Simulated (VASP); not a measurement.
All values below come from PBE GGA, VASP's PBE PAW potentials (set 64) (plane waves; VASP).

Input for VASP

### KPOINTS
```
Automatic mesh
0
G
  4 4 6
0 0 0
```

### INCAR
```
ALGO = Normal
EDIFF = 1E-6
ENCUT = 520
GGA = PE
ISMEAR = 0
LASPH = .True.
LCHARG = .False.
LREAL = .False.
LWAVE = .True.
NELM = 100
PREC = Accurate
SIGMA = 0.05
SYSTEM = MgH2
```

File POSCAR:
```
MgH2
9.0183840
  0.5000000204   0.0000000000   0.0000000000
  0.0000000000   0.5000000204   0.0000000000
  0.0000000000   0.0000000000   0.3334238137
Mg H
2 4
Cart
  0.0000000000   0.0000000000   0.0000000000
  0.2500000102   0.2500000102   0.1667119069
  0.1521331198   0.1521331198   0.0000000000
  0.4021331300   0.0978668905   0.1667119069
  0.0978668905   0.4021331300   0.1667119069
  0.3478669007   0.3478669007   0.0000000000
```

POTCAR, in this order: Mg H (PBE.64 set). Program: vasp_std.

The resulting files:

File OSZICAR:
```
       N       E                     dE             d eps       ncg     rms          rms(c)
DAV:   1     0.389043853539E+01    0.38904E+01   -0.31533E+03   384   0.766E+02
DAV:   2    -0.180963454674E+02   -0.21987E+02   -0.21090E+02   520   0.832E+01
DAV:   3    -0.188968456944E+02   -0.80050E+00   -0.80050E+00   528   0.225E+01
DAV:   4    -0.188982721997E+02   -0.14265E-02   -0.14265E-02   520   0.951E-01
DAV:   5    -0.188982768599E+02   -0.46602E-05   -0.46601E-05   472   0.396E-02    0.654E+00
DAV:   6    -0.179697979864E+02    0.92848E+00   -0.73065E-01   384   0.513E+00    0.336E+00
DAV:   7    -0.176441060148E+02    0.32569E+00   -0.98453E-01   432   0.645E+00    0.496E-01
DAV:   8    -0.176529494953E+02   -0.88435E-02   -0.18856E-02   384   0.109E+00    0.953E-02
DAV:   9    -0.176527929305E+02    0.15656E-03   -0.81385E-04   544   0.209E-01    0.191E-02
DAV:  10    -0.176528133714E+02   -0.20441E-04   -0.39786E-05   400   0.551E-02    0.105E-02
DAV:  11    -0.176528118892E+02    0.14822E-05   -0.70308E-06   496   0.140E-02    0.196E-03
DAV:  12    -0.176528118695E+02    0.19766E-07   -0.22314E-07   224   0.390E-03
   1 F= -.17652812E+02 E0= -.17652812E+02  d E =-.900210E-12
```

File OUTCAR:
```
------------------------ aborting loop because EDIFF is reached ----------------------------------------
  FORCE on cell =-STRESS in cart. coord.  units (eV):
  Direction    XX          YY          ZZ          XY          YZ          ZX
  --------------------------------------------------------------------------------------
  Total       -0.0017009     -0.0017009      0.0092701      0.0000000      0.0000000      0.0000000
  in kB       -0.0445724     -0.0445724      0.2429242      0.0000000      0.0000000      0.0000000
  external PRESSURE =       0.0512598 kB  Pullay stress =       0.0000000 kB
  volume of cell :       61.14
      direct lattice vectors                 reciprocal lattice vectors
     4.509192184  0.000000000  0.000000000     0.221769213  0.000000000  0.000000000
     0.000000000  4.509192184  0.000000000     0.000000000  0.221769213  0.000000000
     0.000000000  0.000000000  3.006943987     0.000000000  0.000000000  0.332563561
 POSITION                                       TOTAL-FORCE (eV/Angst)
 -----------------------------------------------------------------------------------
      0.00000      0.00000      0.00000        -0.000000      0.000000      0.000000
      2.25460      2.25460      1.50347        -0.000000      0.000000      0.000000
      1.37199      1.37199      0.00000         0.002545      0.002545      0.000000
      3.62659      0.88260      1.50347         0.002545     -0.002545      0.000000
      0.88260      3.62659      1.50347        -0.002545      0.002545      0.000000
      3.13720      3.13720      0.00000        -0.002545     -0.002545      0.000000
 -----------------------------------------------------------------------------------
    total drift:                                0.000000     -0.000000     -0.000000
  FREE ENERGIE OF THE ION-ELECTRON SYSTEM (eV)
  ---------------------------------------------------
  free  energy   TOTEN  =       -17.6528118695 eV

  energy  without entropy=      -17.6528118695  energy(sigma->0) =      -17.65281187
```
(Selected blocks of OUTCAR.)

The compound is MgH2 in the rutile structure. It was relaxed first.
